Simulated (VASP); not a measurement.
Input:

```xyz
2
Lattice="3.3935 0.0000 0.0000 0.0000 3.3935 0.0000 0.0000 0.0000 3.3935" Properties=species:S:1:pos:R:3 pbc="T T T"
Pt     0.0000     0.0000     0.0000
Sb     1.6968     1.6968     1.6968
```

Method: r2SCAN meta-GGA, VASP's PBE PAW potentials (set 64) (plane waves; VASP). Settings: 400 eV cut-off, 12×12×12 Γ-centred mesh, tetrahedra with Blöchl corrections, potentials Pt Sb.

Problem. Give the energies of bands 2 to 10 at the high-symmetry points, in eV from the Fermi level.

Solution. 
```
band      Γ      X      M      R
----  -----  -----  -----  -----
2     -4.46  -8.34  -4.94  -6.41
3     -4.46  -4.15  -4.94  -6.41
4     -2.50  -4.02  -4.60  -6.41
5     -2.50  -4.02  -3.19  -1.62
6     -2.50  -2.46  -3.19  -1.62
7      0.40  -1.55  -1.67   1.71
8      0.40   5.00  -0.96   1.71
9      0.40   5.00  -0.07   1.71
10     2.95   6.57   3.54   2.12
```

It has no gap at this level: it comes out as a metal or semimetal.

The structure was generated: PtSb was put into the CsCl type type (Pm-3m), which need not be its known phase. It was relaxed first, which changed the volume by -14 %. The electron count is odd and the run is not spin-polarised, which forces a metal.
